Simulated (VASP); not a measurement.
Consider the following.

```
NaCl
1.0
    0.00000     2.75123     2.75123
    2.75123     0.00000     2.75123
    2.75123     2.75123     0.00000
Na Cl
1 1
Direct
  0.00000   0.00000   0.00000
  0.50000   0.50000   0.50000
```

All values below come from rev-vdW-DF2, VASP's PBE PAW potentials (set 64) (plane waves; VASP). Settings: 520 eV cut-off, 8×8×8 Γ-centred mesh, Gaussian smearing of 0.050 eV, potentials Na_pv Cl.

**Question.** Predict the energy per atom (σ→0), pressure, band gap (on the k-mesh) with the smallest direct gap where there is one.

**Answer.** 
The band gap (on the k-mesh) comes out as 5.31 eV, the smallest direct gap (on the k-mesh) is 5.31 eV and the energy per atom (σ→0) is -1.728 eV/atom. The pressure is 1.83 GPa.

Total energies compare only between runs with the same potentials, cut-off and functional.

The compound is NaCl in the rock salt structure. This cell is one point of a volume scan, at 0.94 of the reference volume.
